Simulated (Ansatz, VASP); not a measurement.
# Cross-check of Sn between VASP and Ansatz

One calculation is typed for both programs; each brings its own data sets. How far apart do they land? Of the first pair: The cell is taken from a series of runs on this material, whose earlier steps may have relaxed, scaled, displaced or heated it; both programs get it as it stands.

Program: Ansatz 0.2.0. Level of theory: plane waves, with VASP 6.6.1 beside it; relaxation of cell and atoms at PBEsol and single point at PBEsol. Results are calculated unless marked as measured.

### 1. Starting point

The structure is cubic, space group Fd-3m (No. 227). The conventional cell has a = 6.541 Å, b = 6.541 Å, c = 6.541 Å, α = 90.00°, β = 90.00°, γ = 90.00°. Sn has 4 Sn at 2.83 Å nearest.

As a file:

```cif
data_structure
_symmetry_space_group_name_H-M 'Fd-3m:1'
_symmetry_Int_Tables_number 227
_cell_length_a 6.5406
_cell_length_b 6.5406
_cell_length_c 6.5406
_cell_angle_alpha 90.000
_cell_angle_beta 90.000
_cell_angle_gamma 90.000
_cell_volume 279.80
loop_
_atom_site_label
_atom_site_type_symbol
_atom_site_symmetry_multiplicity
_atom_site_Wyckoff_symbol
_atom_site_fract_x
_atom_site_fract_y
_atom_site_fract_z
_atom_site_occupancy
Sn1 Sn 8 a 0.50000 0.00000 0.50000 1
```

### 2. VASP: relaxation of cell and atoms, PBEsol

The relaxed volume is the usual yardstick between codes: in a stiff, nearly cubic crystal its relative difference is about their pressure difference at one cell divided by the bulk modulus.

Lines of VASP's logs that name or quote its potential files are left out, and so is its time.

The input, INCAR:

```
SYSTEM = Sn
PREC = Accurate
ENCUT = 500
EDIFF = 1E-07
NELM = 120
ISMEAR = 1
SIGMA = 0.2
LREAL = .FALSE.
ALGO = Normal
GGA = PS
NBANDS = 20
LORBIT = 11
LWAVE = .FALSE.
LCHARG = .FALSE.
ISIF = 3
IBRION = 2
NSW = 80
EDIFFG = -0.005
LASPH = .TRUE.
GGA_COMPAT = .FALSE.
NELMIN = 4
KPAR = 2
```

The input, POSCAR:

```
Sn
1.0
    0.0000000000      3.2702870000      3.2702870000
    3.2702870000      0.0000000000      3.2702870000
    3.2702870000      3.2702870000      0.0000000000
Sn
2
Direct
    0.5000000000      0.5000000000      0.5000000000
    0.7500000764      0.7500000764      0.7500000764
```

The input, KPOINTS:

```
Automatic mesh
0
Gamma
12 12 12
0 0 0
```

Potentials, in the order of the species: Sn_d (PBE family, release 64).

Started as:

```
> mpirun -np 2 vasp_std
```

Numbers of over 12 decimals in the logs are rounded to 6 here.

Output:

```text
[banner, memory and clock lines left out]
running    2 mpi-ranks, on    1 nodes
 distrk:  each k-point on    1 cores,    2 groups
 distr:  one band on    1 cores,    1 groups

 POSCAR found type information on POSCAR Sn
 POSCAR found :  1 types and       2 ions
|                                                                             |
|               ----> ADVICE to this user running VASP <----                  |
|                                                                             |
|     You enforced a specific xc type in the INCAR file but a different       |
|     [... a line on the potential file left out ...]
|     I HOPE YOU KNOW WHAT YOU ARE DOING!                                     |
|                                                                             |

 LDA part: xc-table for (Slater+PW92), standard interpolation
 POSCAR, INCAR and KPOINTS ok, starting setup
 FFT: planning ... GRIDC
 FFT: planning ... GRID_SOFT
 FFT: planning ... GRID
 WAVECAR not read
 entering main loop
       N       E                     dE             d eps       ncg     rms          rms(c)
DAV:   1     0.221664880826E+03    0.22166E+03   -0.14747E+04  2908   0.196E+03
DAV:   2     0.150820623958E+02   -0.20658E+03   -0.20266E+03  2884   0.441E+02
DAV:   3    -0.780695117119E+01   -0.22889E+02   -0.22734E+02  3344   0.142E+02
DAV:   4    -0.853823708495E+01   -0.73129E+00   -0.73092E+00  3224   0.288E+01
DAV:   5    -0.856368312890E+01   -0.25446E-01   -0.25446E-01  4028   0.524E+00    0.317E+00
DAV:   6    -0.849640762698E+01    0.67276E-01   -0.43311E-02  3832   0.278E+00    0.179E+00
DAV:   7    -0.846412359847E+01    0.32284E-01   -0.52059E-02  3328   0.260E+00    0.164E-01
DAV:   8    -0.846503753865E+01   -0.91394E-03   -0.69737E-03  3084   0.102E+00    0.533E-02
DAV:   9    -0.846530349626E+01   -0.26596E-03   -0.36464E-04  3500   0.142E-01    0.101E-02
DAV:  10    -0.846531178246E+01   -0.82862E-05   -0.17739E-05  3528   0.388E-02    0.527E-03
DAV:  11    -0.846531350201E+01   -0.17195E-05   -0.29257E-06  3108   0.116E-02    0.475E-04
DAV:  12    -0.846531340842E+01    0.93589E-07   -0.13723E-07  2792   0.416E-03
   1 F= -.84653134E+01 E0= -.84651528E+01  d E =-.846531E+01
 curvature:   0.00 expect dE= 0.000E+00 dE for cont linesearch  0.000E+00
 trial: gam= 0.00000 g(F)=  0.265E-41 g(S)=  0.688E-04 ort = 0.000E+00 (trialstep = 0.100E+01)
 search vector abs. value=  0.688E-04
 bond charge predicted
       N       E                     dE             d eps       ncg     rms          rms(c)
DAV:   1    -0.846686971887E+01   -0.15562E-02   -0.32151E-02  3348   0.288E+00    0.208E-01
DAV:   2    -0.846562879131E+01    0.12409E-02   -0.20928E-03  3736   0.746E-01    0.931E-02
DAV:   3    -0.846534715196E+01    0.28164E-03   -0.82966E-04  3836   0.446E-01    0.132E-02
DAV:   4    -0.846533749079E+01    0.96612E-05   -0.36773E-05  3236   0.738E-02    0.380E-03
DAV:   5    -0.846533728001E+01    0.21078E-06   -0.19304E-06  3884   0.140E-02    0.162E-03
DAV:   6    -0.846533744711E+01   -0.16710E-06   -0.19252E-07  2276   0.551E-03    0.818E-04
DAV:   7    -0.846533760504E+01   -0.15793E-06   -0.22548E-08  1636   0.123E-03    0.161E-04
DAV:   8    -0.846533767791E+01   -0.72871E-07   -0.14793E-08  1596   0.183E-03
   2 F= -.84653377E+01 E0= -.84651746E+01  d E =-.242695E-04
 trial-energy change:   -0.000024  1 .order   -0.000028   -0.000069    0.000014
 step:   0.7954(harm=  0.8349)  dis= 0.00000  next Energy=    -8.465339 (dE=-0.257E-04)
 reached required accuracy - stopping structural energy minimisation
```

Parts of OUTCAR (step 2):

```text
ion  position               nearest neighbor table
   1  0.500  0.500  0.500-   2 2.83   2 2.83   2 2.83   2 2.83
   2  0.750  0.750  0.750-   1 2.83   1 2.83   1 2.83   1 2.83

  LATTYP: Found a face centered cubic cell.
 ALAT       =     6.5405740000

 Subroutine GETGRP returns: Found 48 space group operations
 (whereof 24 operations were pure point group operations)

The static configuration has the point symmetry T_d .
 The point group associated with its full space group is O_h .

 Found     72 irreducible k-points:

   k-points           NKPTS =     72   k-points in BZ     NKDIM =     72   number of bands    NBANDS=     20

   dimension x,y,z NGX =    36 NGY =   36 NGZ =   36
   dimension x,y,z NGXF=    72 NGYF=   72 NGZF=   72

   ENCUT  =  500.0 eV  36.75 Ry    6.06 a.u.   8.43  8.43  8.43*2*pi/ulx,y,z

   NELECT =      28.0000    total number of electrons

 k-points in reciprocal lattice and weights: Automatic mesh
   0.00000000  0.00000000  0.00000000       0.001
   0.08333333  0.00000000  0.00000000       0.005
   0.16666667  0.00000000  0.00000000       0.005
   0.25000000  0.00000000  0.00000000       0.005
   0.33333333  0.00000000  0.00000000       0.005
   0.41666667  0.00000000  0.00000000       0.005
   0.50000000  0.00000000  0.00000000       0.002
   0.08333333  0.08333333  0.00000000       0.003
   0.16666667  0.08333333  0.00000000       0.014
[...]
-0.33333333  0.50000000  0.16666667       0.007
  -0.25000000  0.50000000  0.25000000       0.003

 average (electrostatic) potential at core
       1-101.5150       2-101.5150

 E-fermi :   5.2493

 k-point     1 :       0.0000    0.0000    0.0000
  band No.  band energies     occupation
    ...
      8     -15.9405      2.00000
      9     -15.9334      2.00000
     10     -15.9334      2.00000
     11      -5.2244      2.00000
     12       4.4265      2.00000
     13       5.3523      0.24358
     14       5.3523      0.24358
     15       5.3523      0.24351
     16       7.4132     -0.00000
     17       7.4133     -0.00000
    ...

 k-point     2 :       0.0833    0.0000    0.0000
  band No.  band energies     occupation
    ...
     10     -15.9211      2.00000
     11      -5.1584      2.00000
     12       3.6265      2.00000
     13       5.2152      1.28420
     14       5.2152      1.28412
     15       5.7113     -0.00519
     16       7.5897     -0.00000
     17       7.5898     -0.00000
     18       7.6816     -0.00000
     19      10.4807      0.00000
    ...

 k-point     3 :       0.1667    0.0000    0.0000
  band No.  band energies     occupation
    ...
     10     -15.9082      2.00000
     11      -4.9632      2.00000
     12       2.4165      2.00000
     13       4.9215      2.04256
     14       4.9215      2.04256
     15       5.7320     -0.00338
     16       7.9650     -0.00000
     17       7.9650     -0.00000
     18       8.5212     -0.00000
     19      11.2439      0.00000
    ...

  Total        0.0060975      0.0060975      0.0060975      0.0000000      0.0000000      0.0000000
  in kB        0.1399725      0.1399725      0.1399725      0.0000000      0.0000000      0.0000000
  external PRESSURE =       0.1399725 kB  Pullay stress =       0.0000000 kB

  energy-cutoff  :      500.00
  volume of cell :       69.79
      direct lattice vectors                 reciprocal lattice vectors
     0.000000000  3.267854562  3.267854562    -0.153005585  0.153005585  0.153005585
     3.267854562  0.000000000  3.267854562     0.153005585 -0.153005585  0.153005585
     3.267854562  3.267854562  0.000000000     0.153005585  0.153005585 -0.153005585

 POSITION                                       TOTAL-FORCE (eV/Angst)
 -----------------------------------------------------------------------------------
      3.26785      3.26785      3.26785        -0.000000     -0.000000     -0.000000
      4.90178      4.90178      4.90178         0.000000      0.000000      0.000000
 -----------------------------------------------------------------------------------
    total drift:                                0.000074      0.000074      0.000148

  FREE ENERGIE OF THE ION-ELECTRON SYSTEM (eV)
  ---------------------------------------------------
  free  energy   TOTEN  =        -8.4653376779 eV

  energy  without entropy=       -8.4648483210  energy(sigma->0) =       -8.46517456

 reached required accuracy - stopping structural energy minimisation

 total charge
# of ion       s       p       d       tot
------------------------------------------
    1        1.166   1.190   9.968  12.324
    2        1.166   1.190   9.968  12.324
--------------------------------------------------
tot          2.332   2.380  19.936  24.648

[... 3 further parts left out ...]
```

CONTCAR:

```
Sn
   1.00000000000000
     0.0000000000000000    3.2678545623363493    3.2678545623363493
     3.2678545623363493    0.0000000000000000    3.2678545623363493
     3.2678545623363493    3.2678545623363493    0.0000000000000000
  Sn
     2
Direct
     0.5000000000000000    0.5000000000000000    0.5000000000000000
     0.7500000763999992    0.7500000763999992    0.7500000763999992
```

### 3. Ansatz: relaxation of cell and atoms, PBEsol

Ansatz runs on its PAW soft_1 files.

The same cell, functional, mesh and smearing now go to Ansatz, which takes its cutoff from its data sets.

The input, input.yaml:

```yaml
crystal:
  lattice:
    - [0.0, 3.270287302, 3.270287302]
    - [3.270287302, 0.0, 3.270287302]
    - [3.270287302, 3.270287302, 0.0]
  atoms:
    - { symbol: Sn, position: [0.5, 0.5, 0.5] }
    - { symbol: Sn, position: [0.75, 0.75, 0.75] }
kpoints:
  mp_grid: { grid: [12, 12, 12] }
hamiltonian:
  xc: pbesol
  pseudopotentials: { kind: paw, azcp: { folder: soft_1 }, xc_functional: pbe }
scf:
  occupations: { method: methfessel_paxton, width: 0.2 }
output:
  forces: true
  stress: true
  eigenvalues: true
relax:
  adjacent_minimum: "off"
  f_tol: 0.001
  max_steps: 60
  cell: { stress_tol: 0.01 }
```

Started as:

```
> ansatz run input.yaml --threads 4 --pin off --max-ram 10240MiB --backend cpu --events-out ev --progress --plain --runs-dir out
```

Output:

```text
Engine: ansatz 0.2.0, x86_64-unknown-linux-gnu
Pseudopotentials: kind: paw
Pseudopotential: Sn, paw, valence charge 14, recommended cutoff 420 eV (normal), soft_1/Sn.paw.azcp
Functional definition: PBEsol
  exchange = pbesol_x
  correlation = pbesol_c
Crystal: 2 atoms, lattice volume = 69.950 Å³
Basis set: ecut = 420 eV, 1363 PW (Γ), exchange–correlation on 64×64×64 points (8 copies of the dense FFT grid, shifted against one another)
Bands: 18, of which v1, the nominal top of the filled ones, is band 14 counted from 1 (13 counted from 0)
Symmetry: 48 space group operations
Space group: Fd-3m (ITA 227), of the structure as read, at distance tolerance 4.1e-5 Å
k-points: 72 of 1728
Non-local potential: Sn, projectors of the file, l = 0: 2, l = 1: 2, l = 2: 2, l = 3: 1
PAW form: soft (Blöchl's): semilocal exchange-correlation on the pseudo side does not see the compensation charge
PAW frozen core: Sn, regenerated for the run's functional, and the local potential with it (the file was generated under x = pbe(κ = 0.804, μ = 0.219515), c = pbe(β = 0.066725))
PAW one-centre angular grid: Sn, 590 points (default); XC on 64 Gauss nodes
Initial density: superposition of atomic densities (chi_scale 0.1, normalization cell)
Initial wavefunctions: pseudopotential atomic-orbital guess
Functional: x = pbesol(κ = 0.804, μ = 0.123457), c = pbesol(β = 0.046)
SCF iter   1: F=—  HF=-11899.715068 eV  |F-HF|=—  |Δ(HF+E_count)|=         —  Δρ=2.12e-2  dr2=3.31e-1  ethr=3.10e-3  ⟨swp⟩=5.5  Hψ=6892  notcnv=0
preconditioner: auto → Kerker (q_TF=auto, 2.342 Å⁻¹)  [metal: Δε(μ)=0.044 eV  Ē_g=19.864 eV  σ=0.200 eV  W_gap=0.18  n_scr=14 (ndim 8)  ℏωp=23.5 eV  f_vac=0.007  D(μ)=0.19/eV (n_scr^D=0)]
SCF iter   2: F=—  HF=-11899.674893 eV  |F-HF|=—  |Δ(HF+E_count)|=   4.02e-2  S|Δr|=    0.00e0  Δρ=1.38e-2  dr2=1.58e-1  ethr=1.18e-3  ⟨swp⟩=1.0  Hψ=1872  notcnv=0
SCF iter   3: F=—  HF=-11899.644429 eV  |F-HF|=—  |Δ(HF+E_count)|=   3.05e-2  S|Δr|=    0.00e0  Δρ=2.58e-3  dr2=1.30e-2  ethr=5.65e-4  ⟨swp⟩=1.0  Hψ=1296  notcnv=0
SCF iter   4: F=—  HF=-11899.644994 eV  |F-HF|=—  |Δ(HF+E_count)|=   5.65e-4  S|Δr|=    0.00e0  Δρ=1.41e-3  dr2=2.79e-3  ethr=4.65e-5  ⟨swp⟩=2.0  Hψ=1553  notcnv=0
SCF iter   5: F=—  HF=-11899.646175 eV  |F-HF|=—  |Δ(HF+E_count)|=   1.18e-3  S|Δr|=    0.00e0  Δρ=2.87e-4  dr2=7.65e-5  ethr=9.95e-6  ⟨swp⟩=2.0  Hψ=1600  notcnv=0
SCF iter   6: F=—  HF=-11899.646263 eV  |F-HF|=—  |Δ(HF+E_count)|=   8.73e-5  S|Δr|=    0.00e0  Δρ=5.52e-5  dr2=1.47e-6  ethr=2.73e-7  ⟨swp⟩=2.3  Hψ=1780  notcnv=0
SCF iter   7: F=-11899.646270 eV  HF=-11899.646269 eV  |F-HF|=1.37e-7  |Δ(HF+E_count)|=   6.89e-6  S|Δr|=    0.00e0  Δρ=8.83e-6  dr2=3.65e-8  ethr=3.57e-10  ⟨swp⟩=6.1  Hψ=7238  notcnv=0
SCF 1 converged in 7 iterations: F = -11899.646270 eV  dr2 = 3.65e-8
  greatest PAW one-centre occupation: 0.991 electrons in one spin orbital (limit 2), on the Sn atom at site 1 (counted from 0), in its partial waves of l = 2
relax step   1: F+E_penalty+E_count = -11899.64626961 eV  Δ(F+E_penalty+E_count) = +0.000e0 eV  max|allowed force component| = 9.252e-18 eV/Å  Δτ_max = 0.0000 Å  P = -0.002 GPa  Ω = 69.950 Å³  (7 SCF iters, dr2 threshold 1.00e-7 eV, accepted)
Initial density: handed on by an earlier stage of this run
Initial wavefunctions: pseudopotential atomic-orbital guess (no wavefunctions were taken with the density)
iter 1 solved again at ethr=2.26e-7 eV; its pass at ethr=3.10e-3 eV (dr2=6.33e-5 eV) is discarded
SCF iter   1: F=—  HF=-11899.646266 eV  |F-HF|=—  |Δ(HF+E_count)|=         —  Δρ=8.81e-6  dr2=3.56e-8  ethr=2.26e-7  ⟨swp⟩=3.9  Hψ=10832  notcnv=0
eigensolver tolerance schedule: the retry pair's looser diagonalisation over-reported the residual by 1777.31 of it (diagonalisation noise at 0.15 of the residual, at the tolerance the schedule requests for it); recorded, not acted on — ethr = c·dr2/N_el stays at c = 1.0e-1
preconditioner: auto → Kerker (q_TF=auto, 2.342 Å⁻¹)  [metal: Δε(μ)=0.114 eV  Ē_g=19.995 eV  σ=0.200 eV  W_gap=0.45  n_scr=14 (ndim 8)  ℏωp=23.5 eV  f_vac=0.086  D(μ)=0.20/eV (n_scr^D=0)]
SCF iter   2: F=—  HF=-11899.646270 eV  |F-HF|=—  |Δ(HF+E_count)|=   3.45e-6  S|Δr|=    0.00e0  Δρ=5.63e-6  dr2=1.72e-8  ethr=1.27e-10  ⟨swp⟩=2.6  Hψ=2109  notcnv=0
SCF iter   3: F=—  HF=-11899.646270 eV  |F-HF|=—  |Δ(HF+E_count)|=   7.52e-8  S|Δr|=    0.00e0  Δρ=1.05e-6  dr2=6.40e-10  ethr=6.13e-11  ⟨swp⟩=2.0  Hψ=1619  notcnv=0
SCF iter   4: F=—  HF=-11899.646270 eV  |F-HF|=—  |Δ(HF+E_count)|=   2.24e-9  S|Δr|=    0.00e0  Δρ=5.11e-7  dr2=2.04e-10  ethr=2.28e-12  ⟨swp⟩=2.5  Hψ=2386  notcnv=0
SCF iter   5: F=—  HF=-11899.646270 eV  |F-HF|=—  |Δ(HF+E_count)|=  3.60e-10  S|Δr|=    0.00e0  Δρ=1.53e-7  dr2=2.76e-11  ethr=7.27e-13 (applied; sched 1.00e-12)  ⟨swp⟩=2.0  Hψ=1604  notcnv=0
SCF iter   6: F=—  HF=-11899.646270 eV  |F-HF|=—  |Δ(HF+E_count)|=  2.91e-11  S|Δr|=    0.00e0  Δρ=5.91e-8  dr2=4.82e-12  ethr=9.86e-14 (applied; sched 1.00e-12)  ⟨swp⟩=2.0  Hψ=2309  notcnv=0
SCF iter   7: F=-11899.646270 eV  HF=-11899.646270 eV  |F-HF|=5.46e-12  |Δ(HF+E_count)|=  3.64e-12  S|Δr|=    0.00e0  Δρ=1.18e-8  dr2=8.26e-14  ethr=1.00e-12  ⟨swp⟩=4.0  Hψ=5540  notcnv=0
SCF 2 converged in 7 iterations: F = -11899.646270 eV  dr2 = 8.26e-14
relax step   2: F+E_penalty+E_count = -11899.64626963 eV  Δ(F+E_penalty+E_count) = -2.035e-8 eV  max|allowed force component| = 5.060e-18 eV/Å  Δτ_max = 0.0000 Å  P = -0.002 GPa  Ω = 69.950 Å³  stress off target by 1.94e-3 GPa  SCF on the basis re-selected at this cell (its energy is not comparable with the rows above)  (7 SCF iters)
basis re-selected at this cell: Δ(F+E_penalty+E_count) = -2.035e-8 eV, ΔP = -0.000 GPa vs the last step (what re-selecting the basis moved, of the pressure what is left beyond the Pulay correction that the steps carried, after the strain that the cell walked since its last selection, with what the two solves' SCF thresholds leave and, on support functions, any second-order correction that the steps lacked; it is no m [...]
SCF converged after 7 iterations
Stability not checked: this state was not tested for a lower state beside it, because cold or Methfessel-Paxton smearing, or corrected tetrahedra, fill the levels in a way that the test cannot read (fill_not_monotonic; see scf.lower_state_search)
Free energy (F): -11899.646270 eV
Harris-Foulkes:  -11899.646270 eV  (|F-HF|=5.46e-12)
Internal energy: -11899.645789 eV  (E = F + TS)
E sigma→0 (E₀):  -11899.646150 eV
Entropy (-TS):   -0.000480 eV (-0.240 meV/atom)
Fermi energy:    7.414334 eV
--- Per-component energies (eV) ---
  E_band       = -256.825281
  E_kinetic    = 336.748340
  E_local      = -2650.998431  (includes V_loc(G=0)·N_el)
  E_nonlocal   = 293.805932
  E_hartree    = 1286.221632
  E_xc         = -248.907513
  E_vxc        = -160.232652  (∫ρ·V_xc dr)
  E_paw        = -8592.622881  (= ΣΔE_a)
  E_vpaw       = -648.592299  (= ΣTr[D̂ρ^β])
  E_aug_tail   = 0.000579  (compensation charges beyond the density's cutoff)
  E_ewald      = -2324.463126
  E_core_change = 0.569679  (= ΣΔE_core)
  E_smearing   = -0.000480  (= −TS)
  E_closure    = -0.000000  (closes the sum)
  Σ components = -11899.646270   (vs F -11899.646270, Δ=0.00e0)
--- Forces (eV/Å), atoms counted from 1 ---
  atom   1  Sn    -0.00000000     0.00000000     0.00000000
  atom   2  Sn    -0.00000000     0.00000000     0.00000000
  max |Σ_I F_I| component: 2.13e-16 eV/Å
--- Stress (GPa, compression-positive) ---
       -0.001935       0.000000      -0.000000
        0.000000      -0.001935       0.000000
       -0.000000       0.000000      -0.001935
  P = ⅓ Tr σ = -0.0019 GPa (-0.019 kbar)
--- Band table (eV; the first three rows and the last of 72) ---
  k-point 0: bands = [... 10 lower, -3.0429, 6.5756, 7.5195, 7.5195, 7.5195, 9.5781, 9.5781, 9.5781]
  k-point 1: bands = [... 10 lower, -2.9770, 5.7845, 7.3829, 7.3829, 7.8717, 9.7541, 9.7541, 9.8450]
  k-point 2: bands = [... 10 lower, -2.7823, 4.5799, 7.0900, 7.0900, 7.8921, 10.1284, 10.1284, 10.6809]
  k-point 71: bands = [... 10 lower, 0.0332, 0.0332, 4.4688, 4.4688, 10.7571, 10.7571, 11.4023, 11.4023]
--- Relaxed structure (1 steps of the walk, 1 accepted, 1 SCFs on fresh bases) ---
  F+E_penalty+E_count = -11899.64626963 eV   max|allowed force component| = 5.060e-18 eV/Å   (the final SCF, on the basis selected at the relaxed cell)
  cell:  # Å, volume = 69.9500 Å³
    - [0.0, 3.270287302, 3.270287302]
    - [3.270287302, 0.0, 3.270287302]
    - [3.270287302, 3.270287302, 0.0]
  atoms:
    - { symbol: Sn, position: [0.5, 0.5, 0.5] }
    - { symbol: Sn, position: [0.75, 0.75, 0.75] }
```

The column dr2 measures how far the density is from self-consistency, as an energy; F and HF (Harris–Foulkes) agree once it is small.

### 4. Comparison

Known differences besides the potentials themselves: the cutoff is 420 eV in Ansatz and 500 eV in VASP; Ansatz makes its cores anew for this functional, VASP keeps those of its PBE data sets; Ansatz adds a Pulay correction to the stress that steers its cell, VASP none. Total energies have different zeros and are not compared.

Compared:

```
                                         quantity  Ansatz   VASP  difference
                                      volume (Å³)   69.95  69.79     +0.22 %
edge a after relaxation, in the typed setting (Å)   4.625  4.621     +0.08 %
```

[end of part 1 of 2]

[Lines on the potential files, build, host, timing and source positions are cut from VASP's logs without a mark.]

[Logs are printed without paths, hosts, clocks, repeated set-up lines and the standing remarks that a program may print on its own settings, such as how far it seeks lower states.]

[Hosts, paths, dates, database ids (printed as entryN), source tags and the programs' standing remarks are cut or masked in the printed files.]
